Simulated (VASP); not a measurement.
MgH8Cl2O4: single point with PBE+D3(BJ)

Crystal: MgH8Cl2O4.

```
O H Mg Cl
1.0
     5.51127    0.00000    0.00000
     0.00000    5.51127    0.00000
     0.00000    0.00000    5.51127
O H Mg Cl
4 8 1 2
Direct
  0.80286 0.68627 0.74906
  0.02557 0.09109 0.51253
  0.54617 0.92806 0.42413
  0.45657 0.38312 0.62240
  0.93730 0.60790 0.62868
  0.91694 0.71225 0.88531
  0.87139 0.01631 0.50101
  0.06166 0.06735 0.69068
  0.43981 0.81542 0.32978
  0.61233 0.85628 0.57900
  0.52296 0.52416 0.69160
  0.38581 0.27048 0.76233
  0.31891 0.21915 0.32488
  0.30038 0.96965 0.98543
  0.11504 0.55691 0.23338
```

The cell was built by a generator and needn't be a form met in nature.

```yaml
Program: VASP 6.6.1
Task: single point
Functional: PBE
Dispersion: D3(BJ)
Potentials_or_basis: VASP PAW PBE potentials, release 64 (O, H, Mg, Cl)
Cutoff: 520 eV
k_mesh: 1 × 1 × 1
Occupations: fermi-dirac, width 0.05 eV
Spin: no spin polarisation
Dipole_correction: no
Further_INCAR_settings: LREAL = Auto; ALGO = Normal; EDIFF = 1e-06; NBANDS = 37
```

| Property | Result |
| --- | --- |
| Pressure | 1.8 GPa |
| Largest force | 3.911 eV/Å |
| Band gap on the k mesh | 3.98 eV, direct |
| Dispersion energy per atom | -0.074 eV |

Forces on the atoms (eV/Å):
```
O    2.991 -1.158 -1.493
O    1.259  0.669  1.945
O   -0.067 -0.265 -0.024
O   -2.015 -3.265  0.763
H   -2.277  1.011  1.063
H   -0.636  0.079  0.476
H   -1.071 -0.412 -0.983
H    0.174  0.092 -0.834
H    0.635 -0.327  0.643
H   -0.578 -0.025 -0.631
H    0.979  1.373  1.044
H    1.122  1.214 -1.096
Mg  -0.013 -0.401  0.729
Cl   0.130  1.132 -1.545
Cl  -0.632  0.285 -0.057
```

Stress tensor (GPa, compression positive):
```
 0.68  2.30  2.06
 2.30  4.92 -1.05
 2.06 -1.05 -0.06
```

Levels at points of the mesh, in eV from the valence-band top:
```
           k point  band 20  band 21  band 22  band 23  band 24  band 25  band 26  band 27  band 28  band 29
(0.00, 0.00, 0.00)    -1.63    -1.52    -1.31    -0.75     0.00     3.98     6.88     7.08     7.77     8.25
```

Wall time 11 s on 1 thread of Intel(R) Xeon(R) 6975P-C (Granite Rapids) (shared host), peak memory 0.24 GiB.

Expect the measured gap to be larger: semilocal functionals such as PBE lack the derivative discontinuity.
